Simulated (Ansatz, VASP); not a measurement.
**H2C4SCl2O2 (H2C4SCl2O2 (C2/c)): VASP beside Ansatz**

One calculation is typed for both programs; each brings its own data sets. How far apart do they land? Of the first pair: The structure shown is the start of the Ansatz relaxation below; VASP solves that cell, so the two are compared at the walk's first step.

Calculated with Ansatz 0.2.0; plane waves, with VASP 6.6.1 beside it; single point at PBE with D3(BJ).

### Step 1. Starting point

The cell holds 176 atoms: 32 H, 64 C, 16 S, 32 Cl and 32 O. Cell: a = 15.241 Å, b = 10.296 Å, c = 17.059 Å, α = 90.0°, β = 91.2°, γ = 90.0°. It derives from H2C4SCl2O2 (C2/c), repeated 2×1×2. As first built, before any earlier steps moved the atoms (in the runner's words): H2C4SCl2O2, space group C2/c, measured structure (Crystallography Open Database), 2 x 1 x 2 conventional cells; every coordinate displaced by a Gaussian of 0.01 A; bonds to H set to neutron lengths (C-H 1.089, N-H 1.015, O-H 0.983, B-H 1.19 A) where the measured ones are shorter.

### Step 2. Ansatz: relaxation, PBE with D3(BJ)

Ansatz runs on its default PAW (the set named soft_2) files.

The two programs are compared at the cell with which this relaxation starts, whose forces are those of its first step.

Input file input.yaml:

```yaml
crystal:
  lattice:
    - [15.24066, 0.00071, -0.11443]
    - [0.00049, 10.29553, 0.00085]
    - [-0.21486, 0.0014, 17.05812]
  atoms:
    - { symbol: H, position: [0.32381, 0.33348, 0.08648] }
    - { symbol: H, position: [0.17695, 0.33319, 0.16335] }
    - { symbol: H, position: [0.07374, 0.8336, 0.08646] }
    - { symbol: H, position: [0.42629, 0.8335, 0.16348] }
    - { symbol: H, position: [0.17655, 0.66672, 0.41343] }
    - { symbol: H, position: [0.32346, 0.66679, 0.33663] }
    - { symbol: H, position: [0.42665, 0.16665, 0.41343] }
    - { symbol: H, position: [0.07352, 0.16652, 0.33656] }
    - { symbol: C, position: [0.07237, 0.0415, 0.0877] }
    - { symbol: C, position: [0.42778, 0.04139, 0.16226] }
    - { symbol: C, position: [0.32238, 0.54137, 0.08771] }
    - { symbol: C, position: [0.17801, 0.5411, 0.16211] }
    - { symbol: C, position: [0.4279, 0.95875, 0.41222] }
    - { symbol: C, position: [0.07224, 0.95861, 0.33777] }
    - { symbol: C, position: [0.17787, 0.45883, 0.41227] }
    - { symbol: C, position: [0.32224, 0.45888, 0.33785] }
    - { symbol: C, position: [0.04133, 0.92267, 0.10369] }
    - { symbol: C, position: [0.45874, 0.92253, 0.14625] }
    - { symbol: C, position: [0.29139, 0.42252, 0.10373] }
    - { symbol: C, position: [0.20921, 0.42237, 0.14611] }
    - { symbol: C, position: [0.459, 0.07753, 0.3962] }
    - { symbol: C, position: [0.04116, 0.07741, 0.35378] }
    - { symbol: C, position: [0.20894, 0.57763, 0.39623] }
    - { symbol: C, position: [0.29112, 0.57766, 0.35386] }
    - { symbol: S, position: [0.2501, 0.66341, 0.12491] }
    - { symbol: S, position: [0.00015, 0.16359, 0.12495] }
    - { symbol: S, position: [0.25009, 0.33667, 0.37508] }
    - { symbol: S, position: [3.0e-05, 0.83644, 0.37495] }
    - { symbol: Cl, position: [0.16294, 0.08929, 0.04099] }
    - { symbol: Cl, position: [0.33728, 0.0893, 0.20903] }
[... 140 atom lines left out ...]
    - { symbol: O, position: [0.95828, 0.23588, 0.56138] }
    - { symbol: O, position: [0.54174, 0.23583, 0.68869] }
    - { symbol: O, position: [0.79175, 0.26404, 0.93869] }
    - { symbol: O, position: [0.70845, 0.26404, 0.8114] }
    - { symbol: O, position: [0.5417, 0.76411, 0.93863] }
    - { symbol: O, position: [0.9583, 0.76428, 0.81139] }
kpoints:
  mp_grid: { grid: [1, 1, 1] }
hamiltonian:
  xc: pbe
  dispersion: d3bj
scf:
  occupations: { method: fixed }
output:
  forces: true
  eigenvalues: true
  stress: true
relax:
  f_tol: 0.05
  max_steps: 70
```

On the command line:

```
> ansatz run input.yaml --threads 4 --pin off --max-ram 8192MiB --backend cpu --events-out ev --progress --plain --runs-dir out
```

Numbers of over 12 decimals in the logs are rounded to 6 here.

The log of the run:

```text
Warning: output.stress: scf.convergence.dr2_threshold = 1e-7 eV (the SCF's general default) is looser than the 1.08e-8 eV advised for a printed stress (1e-10 eV for each atom of the cell: 176, of which 108 are counted). What an SCF threshold leaves in a stress goes as its square root, and in the free energy as the threshold itself, and one threshold admits the most on a small cell: [figures from the program's tests c [...]
Engine: ansatz 0.2.0, aarch64-unknown-linux-gnu
Pseudopotentials: kind: paw
Pseudopotential: H, paw, valence charge 1, recommended cutoff 420 eV (normal), H.paw.azcp
Pseudopotential: C, paw, valence charge 4, recommended cutoff 420 eV (normal), C.paw.azcp
Pseudopotential: S, paw, valence charge 6, recommended cutoff 420 eV (normal), S.paw.azcp
Pseudopotential: Cl, paw, valence charge 7, recommended cutoff 420 eV (normal), Cl.paw.azcp
Pseudopotential: O, paw, valence charge 6, recommended cutoff 420 eV (normal), O.paw.azcp
Functional definition: PBE
  parameter kappa = 0.804
  parameter beta = 0.066725
  exchange = pbe_x(kappa = kappa, mu = beta*pi^2/3)
  correlation = pbe_c(beta = beta)
Crystal: 176 atoms, lattice volume = 2676.348 Å³
Basis set: ecut = 420 eV, 52325 PW (Γ), exchange–correlation on 216×144×240 points (8 copies of the dense FFT grid, shifted against one another)
Bands: 576, of which v1, the nominal top of the filled ones, is band 400 counted from 1 (399 counted from 0)
Symmetry: 1 space group operations
Space group: P1 (ITA 1), of the structure as read, at distance tolerance 1.4e-4 Å
k-points: 1
Non-local potential: H, projectors of the file, l = 0: 2, l = 1: 1
Non-local potential: C, projectors of the file, l = 0: 2, l = 1: 2, l = 2: 1
Non-local potential: S, projectors of the file, l = 0: 2, l = 1: 2, l = 2: 2
Non-local potential: Cl, projectors of the file, l = 0: 2, l = 1: 2, l = 2: 2
Non-local potential: O, projectors of the file, l = 0: 2, l = 1: 2, l = 2: 1
PAW form: soft (Blöchl's): semilocal exchange-correlation on the pseudo side does not see the compensation charge
PAW one-centre angular grid: H, 110 points (default); XC on 64 Gauss nodes
PAW one-centre angular grid: C, 110 points (default); XC on 64 Gauss nodes
PAW one-centre angular grid: S, 110 points (default); XC on 64 Gauss nodes
PAW one-centre angular grid: Cl, 110 points (default); XC on 64 Gauss nodes
PAW one-centre angular grid: O, 110 points (default); XC on 64 Gauss nodes
Initial density: superposition of atomic densities (neutral atoms: chi_scale 0, normalization atom), corrected by the library's trained network
Initial wavefunctions: pseudopotential atomic-orbital guess
Functional: x = pbe(κ = 0.804, μ = 0.219515), c = pbe(β = 0.066725)
SCF iter   1: F=—  HF=-83668.822541 eV  |F-HF|=—  |Δ(HF+E_count)|=         —  Δρ=6.57e-3  dr2=1.30e0  ethr=1.77e-3  ⟨swp⟩=5.0  Hψ=2248  notcnv=0  defer=161
preconditioner: auto → Resta (q_TF=auto, 2.231 Å⁻¹)  ε∞=3.1  [insulator: Δε(μ)=2.219 eV  Ē_g=13.616 eV  n_scr=496 (ndim 8)  ℏωp=19.9 eV  f_vac=0.138  ε∞_Penn≈3.1]
SCF iter   2: F=—  HF=-83668.433381 eV  |F-HF|=—  |Δ(HF+E_count)|=   3.89e-1  Δρ=3.46e-3  dr2=2.07e-1  ethr=1.63e-4  ⟨swp⟩=2.0  Hψ=906  notcnv=0  defer=171
SCF iter   3: F=—  HF=-83668.446074 eV  |F-HF|=—  |Δ(HF+E_count)|=   1.27e-2  Δρ=1.59e-3  dr2=6.00e-2  ethr=2.59e-5  ⟨swp⟩=2.0  Hψ=821  notcnv=0  defer=171
SCF iter   4: F=—  HF=-83668.445675 eV  |F-HF|=—  |Δ(HF+E_count)|=   3.99e-4  Δρ=4.22e-4  dr2=3.72e-3  ethr=7.50e-6  ⟨swp⟩=2.0  Hψ=819  notcnv=0  defer=173
SCF iter   5: F=—  HF=-83668.447182 eV  |F-HF|=—  |Δ(HF+E_count)|=   1.51e-3  Δρ=1.40e-4  dr2=4.51e-4  ethr=4.65e-7  ⟨swp⟩=2.0  Hψ=646  notcnv=0  defer=173
SCF iter   6: F=—  HF=-83668.447470 eV  |F-HF|=—  |Δ(HF+E_count)|=   2.88e-4  Δρ=4.59e-5  dr2=5.46e-5  ethr=5.64e-8  ⟨swp⟩=2.0  Hψ=816  notcnv=0  defer=173
SCF iter   7: F=-83668.447502 eV  HF=-83668.447500 eV  |F-HF|=1.89e-6  |Δ(HF+E_count)|=   2.99e-5  Δρ=1.67e-5  dr2=8.36e-6  ethr=6.82e-9  ⟨swp⟩=15.0  Hψ=3623  notcnv=0
[...]
- { symbol: S, position: [0.250112, 0.662904, 0.625016] }
    - { symbol: S, position: [6.187950917005934e-5, 0.162881, 0.624999] }
    - { symbol: S, position: [0.250059, 0.337223, 0.875033] }
    - { symbol: S, position: [-4.667802889434143e-5, 0.837199, 0.874943] }
    - { symbol: Cl, position: [0.163937, 0.088955, 0.540428] }
    - { symbol: Cl, position: [0.336141, 0.088963, 0.709613] }
    - { symbol: Cl, position: [0.414013, 0.588843, 0.540526] }
    - { symbol: Cl, position: [0.086186, 0.589036, 0.709530] }
    - { symbol: Cl, position: [0.336096, 0.911237, 0.959429] }
    - { symbol: Cl, position: [0.163849, 0.911116, 0.790399] }
    - { symbol: Cl, position: [0.086168, 0.411176, 0.959577] }
    - { symbol: Cl, position: [0.413920, 0.411199, 0.790462] }
    - { symbol: O, position: [0.207942, 0.735216, 0.561376] }
    - { symbol: O, position: [0.292309, 0.735191, 0.688632] }
    - { symbol: O, position: [0.457846, 0.235207, 0.561450] }
    - { symbol: O, position: [0.042283, 0.235138, 0.688615] }
    - { symbol: O, position: [0.292292, 0.264949, 0.938656] }
    - { symbol: O, position: [0.207850, 0.264898, 0.811438] }
    - { symbol: O, position: [0.042151, 0.764845, 0.938551] }
    - { symbol: O, position: [0.457761, 0.764952, 0.811287] }
    - { symbol: H, position: [0.823923, 0.332771, 0.086295] }
    - { symbol: H, position: [0.676130, 0.332825, 0.163701] }
    - { symbol: H, position: [0.573874, 0.832714, 0.086370] }
    - { symbol: H, position: [0.926217, 0.832731, 0.163687] }
    - { symbol: H, position: [0.676133, 0.667278, 0.413678] }
    - { symbol: H, position: [0.823920, 0.667257, 0.336256] }
    - { symbol: H, position: [0.926195, 0.167220, 0.413726] }
    - { symbol: H, position: [0.573978, 0.167231, 0.336319] }
    - { symbol: C, position: [0.572829, 0.040601, 0.087700] }
    - { symbol: C, position: [0.927371, 0.040616, 0.162424] }
    - { symbol: C, position: [0.822805, 0.540656, 0.087593] }
    - { symbol: C, position: [0.677304, 0.540707, 0.162389] }
    - { symbol: C, position: [0.927270, 0.959338, 0.412356] }
    - { symbol: C, position: [0.572823, 0.959347, 0.337619] }
    - { symbol: C, position: [0.677268, 0.459396, 0.412375] }
    - { symbol: C, position: [0.822788, 0.459374, 0.337606] }
    - { symbol: C, position: [0.541392, 0.921845, 0.103732] }
    - { symbol: C, position: [0.958746, 0.921840, 0.146354] }
    - { symbol: C, position: [0.791413, 0.421883, 0.103647] }
    - { symbol: C, position: [0.708665, 0.421913, 0.146343] }
    - { symbol: C, position: [0.958687, 0.078111, 0.396341] }
    - { symbol: C, position: [0.541449, 0.078133, 0.353668] }
    - { symbol: C, position: [0.708651, 0.578174, 0.396321] }
    - { symbol: C, position: [0.791404, 0.578162, 0.353632] }
    - { symbol: S, position: [0.750065, 0.662874, 0.124979] }
    - { symbol: S, position: [0.500107, 0.162856, 0.125068] }
    - { symbol: S, position: [0.750033, 0.337194, 0.375009] }
    - { symbol: S, position: [0.500058, 0.837164, 0.375006] }
    - { symbol: Cl, position: [0.663983, 0.088748, 0.040558] }
    - { symbol: Cl, position: [0.836237, 0.088819, 0.209576] }
    - { symbol: Cl, position: [0.913936, 0.588858, 0.040435] }
    - { symbol: Cl, position: [0.586189, 0.588968, 0.209551] }
    - { symbol: Cl, position: [0.836135, 0.911138, 0.459509] }
    - { symbol: Cl, position: [0.663942, 0.911111, 0.290454] }
    - { symbol: Cl, position: [0.586141, 0.411185, 0.459538] }
    - { symbol: Cl, position: [0.913919, 0.411134, 0.290462] }
    - { symbol: O, position: [0.707841, 0.735184, 0.061367] }
    - { symbol: O, position: [0.792300, 0.735160, 0.188576] }
    - { symbol: O, position: [0.957916, 0.235175, 0.061458] }
    - { symbol: O, position: [0.542321, 0.235115, 0.188688] }
    - { symbol: O, position: [0.792238, 0.264906, 0.438641] }
    - { symbol: O, position: [0.707835, 0.264887, 0.311401] }
    - { symbol: O, position: [0.542264, 0.764840, 0.438622] }
    - { symbol: O, position: [0.957787, 0.764885, 0.311329] }
    - { symbol: H, position: [0.823924, 0.332696, 0.586325] }
    - { symbol: H, position: [0.676144, 0.332776, 0.663756] }
    - { symbol: H, position: [0.573875, 0.832774, 0.586356] }
    - { symbol: H, position: [0.926170, 0.832789, 0.663664] }
    - { symbol: H, position: [0.676109, 0.667174, 0.913702] }
    - { symbol: H, position: [0.823886, 0.667200, 0.836270] }
    - { symbol: H, position: [0.926149, 0.167295, 0.913716] }
    - { symbol: H, position: [0.573943, 0.167255, 0.836212] }
    - { symbol: C, position: [0.572781, 0.040658, 0.587688] }
    - { symbol: C, position: [0.927315, 0.040675, 0.662383] }
    - { symbol: C, position: [0.822820, 0.540580, 0.587619] }
    - { symbol: C, position: [0.677323, 0.540660, 0.662422] }
    - { symbol: C, position: [0.927227, 0.959409, 0.912353] }
    - { symbol: C, position: [0.572763, 0.959372, 0.837522] }
    - { symbol: C, position: [0.677258, 0.459289, 0.912378] }
    - { symbol: C, position: [0.822774, 0.459315, 0.837603] }
    - { symbol: C, position: [0.541374, 0.921886, 0.603723] }
    - { symbol: C, position: [0.958688, 0.921897, 0.646312] }
    - { symbol: C, position: [0.791423, 0.421813, 0.603681] }
    - { symbol: C, position: [0.708679, 0.421859, 0.646384] }
    - { symbol: C, position: [0.958639, 0.078184, 0.896333] }
    - { symbol: C, position: [0.541403, 0.078167, 0.853566] }
    - { symbol: C, position: [0.708631, 0.578078, 0.896336] }
    - { symbol: C, position: [0.791380, 0.578093, 0.853641] }
    - { symbol: S, position: [0.750094, 0.662811, 0.625011] }
    - { symbol: S, position: [0.500036, 0.162872, 0.625069] }
    - { symbol: S, position: [0.750033, 0.337112, 0.874999] }
    - { symbol: S, position: [0.499980, 0.837212, 0.874904] }
    - { symbol: Cl, position: [0.663928, 0.088847, 0.540551] }
    - { symbol: Cl, position: [0.836210, 0.088891, 0.709575] }
    - { symbol: Cl, position: [0.913946, 0.588759, 0.540444] }
    - { symbol: Cl, position: [0.586214, 0.588938, 0.709586] }
    - { symbol: Cl, position: [0.836098, 0.911202, 0.959511] }
    - { symbol: Cl, position: [0.663885, 0.911109, 0.790372] }
    - { symbol: Cl, position: [0.586140, 0.411045, 0.959541] }
    - { symbol: Cl, position: [0.913894, 0.411106, 0.790431] }
    - { symbol: O, position: [0.707881, 0.735136, 0.561400] }
    - { symbol: O, position: [0.792334, 0.735080, 0.688613] }
    - { symbol: O, position: [0.957840, 0.235220, 0.561398] }
    - { symbol: O, position: [0.542249, 0.235134, 0.688688] }
    - { symbol: O, position: [0.792243, 0.264813, 0.938623] }
    - { symbol: O, position: [0.707841, 0.264810, 0.811385] }
    - { symbol: O, position: [0.542171, 0.764875, 0.938522] }
    - { symbol: O, position: [0.957723, 0.764957, 0.811325] }
```

### Step 3. VASP: single point, PBE with D3(BJ), start cell, pair 1

The same cell, functional and mesh now go to VASP, with its own data sets.

Lines of VASP's logs that name or quote its potential files are left out, and so is its time.

Input file INCAR:

```
SYSTEM = H2C4SCl2O2
PREC = Accurate
ENCUT = 520
EDIFF = 1E-06
NELM = 120
ISMEAR = 0
SIGMA = 0.01
LREAL = Auto
ALGO = Normal
GGA = PE
IVDW = 12
NBANDS = 523
LORBIT = 11
LWAVE = .FALSE.
LCHARG = .FALSE.
ISIF = 2
LASPH = .TRUE.
GGA_COMPAT = .FALSE.
EFERMI = MIDGAP
```

Input file POSCAR:

```
H2C4SCl2O2
1.0
   15.2406600000      0.0007100000     -0.1144300000
    0.0004900000     10.2955300000      0.0008500000
   -0.2148600000      0.0014000000     17.0581200000
H C S Cl O
32 64 16 32 32
Direct
    0.3238125835      0.3334795802      0.0864790737
    0.1769499737      0.3331878664      0.1633512471
    0.0737414350      0.8335973574      0.0864590983
    0.4262884301      0.8335042938      0.1634806008
    0.1765476588      0.6667161233      0.4134298293
    0.3234572016      0.6667941394      0.3366283291
    0.4266513678      0.1666469110      0.4134324337
    0.0735225097      0.1665165966      0.3365594592
    0.3233375465      0.3333338996      0.5866189347
    0.1764278301      0.3335084220      0.6634086965
    0.0735131911      0.8334905361      0.5864188813
    0.4264273233      0.8335528574      0.6634193896
    0.1764108705      0.6665898738      0.9133609152
    0.3233272197      0.6667747294      0.8365770422
    0.4266718984      0.1666469205      0.9133528440
    0.0735327216      0.1666622739      0.8366791116
    0.8233987905      0.3334839647      0.0865885609
    0.6765093408      0.3336002023      0.1634194978
    0.5731577895      0.8331160989      0.0866202311
    0.9268210914      0.8333921054      0.1632388419
    0.6766511147      0.6665165108      0.4134607242
    0.8235003605      0.6665654042      0.3365708862
    0.9266490844      0.1665444426      0.4134098536
    0.5735207154      0.1666180954      0.3365720460
    0.8232699699      0.3333382751      0.5866193605
    0.6764075925      0.3335224935      0.6635090987
    0.5733302293      0.8333880508      0.5866119947
    0.9266799701      0.8333435382      0.6633281773
    0.6765031860      0.6663902429      0.9135324308
    0.8233795025      0.6665556818      0.8367013917
[... 140 atom lines left out ...]
    0.9582788489      0.2358823385      0.5613781207
    0.5417387966      0.2358257610      0.6886919965
    0.7917476940      0.2640392184      0.9386893313
    0.7084475232      0.2640428461      0.8113990999
    0.5417022166      0.7641084346      0.9386284944
    0.9583023977      0.7642815530      0.8113912262
```

Input file KPOINTS:

```
Automatic mesh
0
Gamma
1 1 1
0 0 0
```

PAW data sets: H, C, S, Cl and O (PBE family, release 64).

On the command line:

```
> export OMP_NUM_THREADS=3
> mpirun -np 1 vasp_gam
```

The log of the run:

```text
[banner, memory and clock lines left out]
running    1 mpi-ranks, on    1 nodes
[...]
Offloading initialized ...    1 GPUs detected
[...]
LDA part: xc-table for (Slater+PW92), standard interpolation
 POSCAR, INCAR and KPOINTS ok, starting setup
[...]
entering main loop
       N       E                     dE             d eps       ncg     rms          rms(c)
DAV:   1     0.840316155131E+04    0.84032E+04   -0.42107E+05  1062   0.144E+03
DAV:   2    -0.640784495228E+01   -0.84096E+04   -0.80457E+04  1556   0.332E+02
DAV:   3    -0.108654647344E+04   -0.10801E+04   -0.10668E+04  1228   0.130E+02
DAV:   4    -0.112093871481E+04   -0.34392E+02   -0.34191E+02  1292   0.244E+01
[...]
DAV:  16    -0.100970527852E+04   -0.11756E-05   -0.57590E-06  1196   0.394E-03    0.111E-02
DAV:  17    -0.100970528142E+04   -0.29028E-05   -0.32912E-06   964   0.281E-03    0.226E-03
DAV:  18    -0.100970528152E+04   -0.99222E-07   -0.51152E-07   628   0.140E-03
   1 F= -.10284985E+04 E0= -.10284985E+04  d E =0.000000E+00
```

Parts of OUTCAR (step 3):

```text
  FREE ENERGIE OF THE ION-ELECTRON SYSTEM (eV)
  ---------------------------------------------------
  free  energy   TOTEN  =     -1028.4985224577 eV

  energy  without entropy=    -1028.4985224577  energy(sigma->0) =    -1028.49852246
```

The run ends at a pressure of 0.59 GPa, with forces up to 0.20 eV/Å.

### Step 4. Differences

Known differences besides the potentials themselves: fixed occupations in Ansatz, narrow Gaussian smearing in VASP; the cutoff is 420 eV in Ansatz and 520 eV in VASP (PREC = Accurate, projectors in real space). Total energies have different zeros and are not compared.

Forces on 10 of the 176 atoms, those with the largest forces and the largest differences (eV/Å; atoms numbered as in POSCAR):

```tsv
atom	Ansatz x, y, z	VASP x, y, z
Cl117	-0.295, -0.097, 0.171	-0.162, -0.061, 0.094
Cl119	-0.295, -0.098, 0.170	-0.162, -0.061, 0.094
Cl120	0.296, -0.098, -0.172	0.164, -0.062, -0.096
Cl123	0.296, 0.099, -0.172	0.164, 0.062, -0.095
Cl131	0.295, 0.098, -0.171	0.162, 0.062, -0.094
Cl135	-0.296, -0.098, 0.172	-0.163, -0.062, 0.095
Cl139	0.295, 0.098, -0.171	0.163, 0.062, -0.095
O148	0.086, 0.059, 0.108	-0.017, -0.047, -0.067
O167	0.086, -0.059, 0.107	-0.017, 0.047, -0.068
O171	-0.090, 0.066, -0.116	0.014, -0.042, 0.060
```

The forces differ by 88 meV/Å r.m.s., which is 101.6 % of the r.m.s. force of 0.086 eV/Å (both taken over all components).

(Continued in part 2 of 2.)

[Lines on the potential files, build, host, timing and source positions are cut from VASP's logs without a mark.]

[Logs are printed without paths, hosts, clocks, repeated set-up lines and the standing remarks that a program may print on its own settings, such as how far it seeks lower states.]

[Hosts, paths, dates, database ids (printed as entryN), source tags and the programs' standing remarks are cut or masked in the printed files.]
